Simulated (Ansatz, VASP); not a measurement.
**WC (Qusongite) in two plane-wave programs**

One calculation is typed for both programs; each brings its own data sets. How far apart do they land? The cell is taken from a series of runs on this material, whose earlier steps may have relaxed, scaled, displaced or heated it; both programs get it as it stands.

Main program and level: Ansatz 0.2.0; plane waves, with VASP 6.6.1 beside it; zone-centre phonons at PBEsol.

### Step 1. The starting structure

Symmetry: P-6m2, No. 187, hexagonal system. Conventional cell: a = 2.870 Å, b = 2.870 Å, c = 2.839 Å, α = 90.00°, β = 90.00°, γ = 120.00°. Nearest to C lie 6 W at 2.18 Å. W has 6 C at 2.18 Å nearest. Farther neighbours are not listed.

### Step 2. VASP: zone-centre phonons, PBEsol

Second derivatives magnify differences that forces hide, and they need a tight electronic threshold.

Lines of VASP's logs that name or quote its potential files are left out, and so is its time.

The input, INCAR:

```
SYSTEM = WC
PREC = Accurate
ENCUT = 600
EDIFF = 1E-08
NELM = 120
ISMEAR = 1
SIGMA = 0.2
LREAL = .FALSE.
ALGO = Normal
GGA = PS
NBANDS = 11
LASPH = .TRUE.
LORBIT = 11
LWAVE = .FALSE.
LCHARG = .FALSE.
ISIF = 2
IBRION = 8
GGA_COMPAT = .FALSE.
KPAR = 2
```

The input, POSCAR:

```
WC
1.0
    2.8696096969      0.0000000000      0.0000000000
   -1.4348048484      2.4851548965      0.0000000000
    0.0000000000      0.0000000000      2.8389834220
C W
1 1
Direct
    0.6666666667      0.3333333333      0.5000000000
    0.0000000000      0.0000000000      0.0000000000
```

The input, KPOINTS:

```
Automatic mesh
0
Gamma
18 18 16
0 0 0
```

The projector-augmented-wave data sets are C and W (PBE family, release 64).

Launch:

```
$ mpirun -np 2 vasp_std
```

Numbers of over 12 decimals in the logs are rounded to 6 here.

What it wrote:

```text
[banner, memory and clock lines left out]
running    2 mpi-ranks, on    1 nodes
 distrk:  each k-point on    1 cores,    2 groups
 distr:  one band on    1 cores,    1 groups

 POSCAR found type information on POSCAR C W
 POSCAR found :  2 types and       2 ions
|                                                                             |
|               ----> ADVICE to this user running VASP <----                  |
|                                                                             |
|     You enforced a specific xc type in the INCAR file but a different       |
|     [... a line on the potential file left out ...]
|     I HOPE YOU KNOW WHAT YOU ARE DOING!                                     |
|                                                                             |

 LDA part: xc-table for (Slater+PW92), standard interpolation
 POSCAR, INCAR and KPOINTS ok, starting setup
 FFT: planning ... GRIDC
 FFT: planning ... GRID_SOFT
 FFT: planning ... GRID
 WAVECAR not read
 entering main loop
       N       E                     dE             d eps       ncg     rms          rms(c)
DAV:   1     0.279911423984E+02    0.27991E+02   -0.55117E+03  7326   0.934E+02
DAV:   2    -0.247352314525E+02   -0.52726E+02   -0.50152E+02  8313   0.215E+02
DAV:   3    -0.269142403423E+02   -0.21790E+01   -0.21545E+01  9108   0.364E+01
DAV:   4    -0.269289203535E+02   -0.14680E-01   -0.14676E-01  8010   0.352E+00
DAV:   5    -0.269289819809E+02   -0.61627E-04   -0.61625E-04  8925   0.225E-01    0.359E+01
DAV:   6    -0.240966960480E+02    0.28323E+01   -0.12511E+01  8706   0.217E+01    0.123E+01
DAV:   7    -0.240178229293E+02    0.78873E-01   -0.59613E-01  7524   0.618E+00    0.862E+00
DAV:   8    -0.239763784474E+02    0.41444E-01   -0.96014E-02  8061   0.229E+00    0.194E+00
DAV:   9    -0.239713384556E+02    0.50400E-02   -0.13618E-02  7929   0.748E-01    0.151E-01
DAV:  10    -0.239712685403E+02    0.69915E-04   -0.81368E-04  8618   0.245E-01    0.172E-01
DAV:  11    -0.239712567069E+02    0.11833E-04   -0.80885E-05  8732   0.637E-02    0.109E-02
DAV:  12    -0.239712540909E+02    0.26160E-05   -0.45774E-06  8300   0.143E-02    0.963E-03
DAV:  13    -0.239712541250E+02   -0.34031E-07   -0.27010E-07  8519   0.498E-03    0.839E-04
DAV:  14    -0.239712541072E+02    0.17737E-07   -0.71866E-09  4770   0.694E-04    0.118E-03
DAV:  15    -0.239712541203E+02   -0.13107E-07   -0.26193E-09  3876   0.436E-04    0.320E-04
DAV:  16    -0.239712541201E+02    0.22192E-09   -0.16503E-10  3807   0.127E-04
   1 F= -.23971254E+02 E0= -.23971356E+02  d E =0.304161E-03
 Linear response reoptimize wavefunctions to high precision
DAV:   1    -0.239712541215E+02   -0.13779E-08   -0.19725E-11  4128   0.345E-05
DAV:   2    -0.239712541215E+02    0.13642E-11   -0.12490E-12  3774   0.129E-05
 Linear response DOF=           4
 Linear response progress:
  Degree of freedom:   1/  4
       N       E                     dE             d eps       ncg     rms          rms(c)
RMM:   1    -0.117654304514E+00   -0.11765E+00    0.45807E-02 76307   0.205E+00
RMM:   2    -0.115751517548E+00    0.19028E-02   -0.22110E-03 50521   0.436E-01    0.212E-01
RMM:   3    -0.116033306553E+00   -0.28179E-03   -0.43735E-04 47947   0.141E-01    0.113E-01
RMM:   4    -0.116803030508E+00   -0.76972E-03   -0.32735E-04 47903   0.116E-01    0.257E-02
RMM:   5    -0.116762456094E+00    0.40574E-04   -0.37433E-06 52583   0.199E-02    0.140E-03
RMM:   6    -0.116777744817E+00   -0.15289E-04   -0.47980E-07 52727   0.256E-03    0.507E-04
RMM:   7    -0.116774216122E+00    0.35287E-05    0.63397E-08 53386   0.431E-04    0.865E-05
RMM:   8    -0.116774482509E+00   -0.26639E-06    0.11423E-07 53861   0.818E-05    0.335E-05
RMM:   9    -0.116774337294E+00    0.14522E-06   -0.10160E-08 55848   0.201E-05    0.255E-06
RMM:  10    -0.116774328584E+00    0.87093E-08   -0.66937E-10 50706   0.414E-06    0.107E-06
 first order change of Fermi-energy   0.50054E-05
 force on displaced ion       1 direction 1 : -16.809   0.002   0.000
 Linear response progress:
  Degree of freedom:   2/  4
       N       E                     dE             d eps       ncg     rms          rms(c)
RMM:   1    -0.121871636914E+00   -0.12187E+00    0.66674E-02 26957   0.216E+00
RMM:   2    -0.121147723190E+00    0.72391E-03   -0.22918E-03 17907   0.464E-01    0.193E-01
RMM:   3    -0.121260138614E+00   -0.11242E-03   -0.82283E-04 16926   0.188E-01    0.937E-02
RMM:   4    -0.122157827891E+00   -0.89769E-03   -0.58397E-04 17460   0.144E-01    0.223E-02
RMM:   5    -0.122144287317E+00    0.13541E-04   -0.11803E-05 18411   0.243E-02    0.308E-03
RMM:   6    -0.122181617248E+00   -0.37330E-04   -0.75406E-07 17887   0.609E-03    0.474E-04
RMM:   7    -0.122181292514E+00    0.32473E-06   -0.27599E-08 18913   0.103E-03    0.170E-04
RMM:   8    -0.122180332036E+00    0.96048E-06   -0.11667E-08 18930   0.117E-04    0.508E-05
RMM:   9    -0.122180156061E+00    0.17598E-06   -0.35238E-09 19227   0.450E-05    0.156E-05
RMM:  10    -0.122180065000E+00    0.91061E-07   -0.28149E-09 19445   0.207E-05    0.130E-06
RMM:  11    -0.122180057236E+00    0.77644E-08   -0.51091E-10 18771   0.478E-06    0.778E-07
 first order change of Fermi-energy   0.28105E-03
 force on displaced ion       1 direction 3 :   0.000  -0.000 -15.472
 Linear response progress:
  Degree of freedom:   3/  4
       N       E                     dE             d eps       ncg     rms          rms(c)
RMM:   1    -0.109417447998E+00   -0.10942E+00   -0.86881E-02 64897   0.194E+00
RMM:   2    -0.106524698796E+00    0.28927E-02   -0.20423E-03 49597   0.353E-01    0.212E-01
RMM:   3    -0.105550597667E+00    0.97410E-03   -0.39745E-04 51818   0.114E-01    0.124E-01
RMM:   4    -0.105106518275E+00    0.44408E-03   -0.59522E-04 51971   0.143E-01    0.196E-02
RMM:   5    -0.105116693055E+00   -0.10175E-04    0.12486E-05 53803   0.167E-02    0.381E-03
RMM:   6    -0.105119904479E+00   -0.32114E-05   -0.73095E-07 53634   0.229E-03    0.137E-03
RMM:   7    -0.105119761188E+00    0.14329E-06    0.29083E-07 53272   0.987E-04    0.109E-04
RMM:   8    -0.105118964141E+00    0.79705E-06    0.95632E-09 55076   0.197E-04    0.225E-05
RMM:   9    -0.105118966165E+00   -0.20238E-08    0.66684E-08 56048   0.345E-05    0.530E-06
 first order change of Fermi-energy  -0.61877E-04
 force on displaced ion       2 direction 1 : -16.809   0.002   0.000
 Linear response progress:
  Degree of freedom:   4/  4
       N       E                     dE             d eps       ncg     rms          rms(c)
RMM:   1    -0.115364697324E+00   -0.11536E+00   -0.95099E-02 23820   0.198E+00
RMM:   2    -0.111445039914E+00    0.39197E-02   -0.23491E-03 17469   0.410E-01    0.177E-01
RMM:   3    -0.110821319561E+00    0.62372E-03   -0.22004E-04 18275   0.104E-01    0.981E-02
RMM:   4    -0.110736831843E+00    0.84488E-04   -0.35987E-04 18168   0.127E-01    0.140E-02
RMM:   5    -0.110750343281E+00   -0.13511E-04   -0.33111E-06 19048   0.141E-02    0.480E-03
RMM:   6    -0.110763371766E+00   -0.13028E-04    0.25599E-08 19017   0.211E-03    0.115E-03
RMM:   7    -0.110764258453E+00   -0.88669E-06    0.53431E-09 18654   0.706E-04    0.251E-04
RMM:   8    -0.110764010901E+00    0.24755E-06   -0.21734E-09 19432   0.166E-04    0.719E-05
RMM:   9    -0.110763567609E+00    0.44329E-06   -0.43962E-10 19579   0.563E-05    0.493E-06
RMM:  10    -0.110763544101E+00    0.23508E-07    0.17983E-09 19972   0.116E-05    0.171E-06
RMM:  11    -0.110763542885E+00    0.12159E-08    0.41304E-10 16121   0.373E-06    0.277E-07
 first order change of Fermi-energy  -0.55369E-03
 force on displaced ion       2 direction 3 :  -0.000   0.000 -15.475
 Linear response finished
```

Parts of OUTCAR (step 2):

```text
ion  position               nearest neighbor table
   1  0.667  0.333  0.500-   2 2.18   2 2.18   2 2.18   2 2.18   2 2.18   2 2.18
   2  0.000  0.000  0.000-   1 2.18   1 2.18   1 2.18   1 2.18   1 2.18   1 2.18

  LATTYP: Found a hexagonal cell.
 ALAT       =     2.8696096969
 C/A-ratio  =     0.9893273727

 Subroutine GETGRP returns: Found 12 space group operations
 (whereof 12 operations were pure point group operations)

The static configuration has the point symmetry D_3h.

 Found    333 irreducible k-points:

   k-points           NKPTS =    333   k-points in BZ     NKDIM =    333   number of bands    NBANDS=     11

   dimension x,y,z NGX =    24 NGY =   24 NGZ =   24
   dimension x,y,z NGXF=    48 NGYF=   48 NGZF=   48

   ENCUT  =  600.0 eV  44.10 Ry    6.64 a.u.   5.73  5.73  5.67*2*pi/ulx,y,z

   NELECT =      10.0000    total number of electrons

 k-points in reciprocal lattice and weights: Automatic mesh
   0.00000000  0.00000000  0.00000000       0.000
   0.05555556 -0.00000000  0.00000000       0.001
   0.11111111 -0.00000000  0.00000000       0.001
   0.16666667  0.00000000  0.00000000       0.001
   0.22222222 -0.00000000  0.00000000       0.001
   0.27777778 -0.00000000  0.00000000       0.001
   0.33333333  0.00000000  0.00000000       0.001
   0.38888889 -0.00000000  0.00000000       0.001
   0.44444444 -0.00000000  0.00000000       0.001
[...]
0.33333333  0.27777778  0.50000000       0.002
   0.33333333  0.33333333  0.50000000       0.000

 average (electrostatic) potential at core
       1 -45.9980       2 -36.6958

  Total        1.1276561      1.1276561      0.0135217      0.0000000      0.0000000      0.0000000
  in kB       89.2376498     89.2376498      1.0700444      0.0000000      0.0000000      0.0000000
  external PRESSURE =      59.8484480 kB  Pullay stress =       0.0000000 kB

  energy-cutoff  :      600.00
  volume of cell :       20.25
      direct lattice vectors                 reciprocal lattice vectors
     2.869609697  0.000000000  0.000000000     0.348479447  0.201194702  0.000000000
    -1.434804848  2.485154897  0.000000000     0.000000000  0.402389405  0.000000000
     0.000000000  0.000000000  2.838983422     0.000000000  0.000000000  0.352238760

 POSITION                                       TOTAL-FORCE (eV/Angst)
 -----------------------------------------------------------------------------------
      1.43480      0.82838      1.41949         0.000000      0.000000      0.000000
      0.00000      0.00000      0.00000        -0.000000      0.000000      0.000000
 -----------------------------------------------------------------------------------
    total drift:                               -0.000000      0.000000      0.000000

 Eigenvectors and eigenvalues of the dynamical matrix
 ----------------------------------------------------

   1 f  =   19.088649 THz   119.937520 2PiTHz  636.728799 cm-1    78.944274 meV
             X         Y         Z           dx          dy          dz
      1.434805  0.828385  1.419492     0.428126    0.869128   -0.000000
      0.000000  0.000000  0.000000    -0.109428   -0.222148    0.000000

   2 f  =   19.088649 THz   119.937520 2PiTHz  636.728799 cm-1    78.944274 meV
             X         Y         Z           dx          dy          dz
      1.434805  0.828385  1.419492    -0.869128    0.428126    0.000000
      0.000000  0.000000  0.000000     0.222148   -0.109428    0.000000

   3 f  =   18.313667 THz   115.068162 2PiTHz  610.878168 cm-1    75.739206 meV
             X         Y         Z           dx          dy          dz
      1.434805  0.828385  1.419492     0.000000   -0.000000    0.968846
      0.000000  0.000000  0.000000    -0.000000    0.000000   -0.247663

   4 f/i=    0.000007 THz     0.000046 2PiTHz    0.000244 cm-1     0.000030 meV
             X         Y         Z           dx          dy          dz
      1.434805  0.828385  1.419492     0.183652   -0.166121    0.000000
      0.000000  0.000000  0.000000     0.718518   -0.649929    0.000000

   5 f/i=    0.000007 THz     0.000046 2PiTHz    0.000244 cm-1     0.000030 meV
             X         Y         Z           dx          dy          dz
      1.434805  0.828385  1.419492    -0.166121   -0.183652   -0.000000
      0.000000  0.000000  0.000000    -0.649929   -0.718518    0.000000

   6 f/i=    0.000494 THz     0.003103 2PiTHz    0.016474 cm-1     0.002043 meV
             X         Y         Z           dx          dy          dz
      1.434805  0.828385  1.419492    -0.000000    0.000000   -0.247663
      0.000000  0.000000  0.000000     0.000000    0.000000   -0.968846

 ELASTIC MODULI CONTR FROM IONIC RELAXATION (kBar)
 Direction    XX          YY          ZZ          XY          YZ          ZX
 --------------------------------------------------------------------------------
 XX        -190.2155    190.2155      0.0000     -0.0000     -0.0000      0.0000
 YY         190.2155   -190.2155     -0.0000     -0.0000      0.0000     -0.0000
 ZZ           0.0000     -0.0000     -0.0000     -0.0000      0.0000     -0.0000
 XY          -0.0000     -0.0000     -0.0000   -190.2155      0.0000     -0.0000
 YZ          -0.0000      0.0000      0.0000      0.0000     -0.0000     -0.0000
 ZX           0.0000     -0.0000     -0.0000     -0.0000     -0.0000     -0.0000
 --------------------------------------------------------------------------------
```

(Part 1 of 2 ends here.)

[Lines on the potential files, build, host, timing and source positions are cut from VASP's logs without a mark.]

[Logs are printed without paths, hosts, clocks, repeated set-up lines and the standing remarks that a program may print on its own settings, such as how far it seeks lower states.]

[Hosts, paths, dates, database ids (printed as entryN), source tags and the programs' standing remarks are cut or masked in the printed files.]
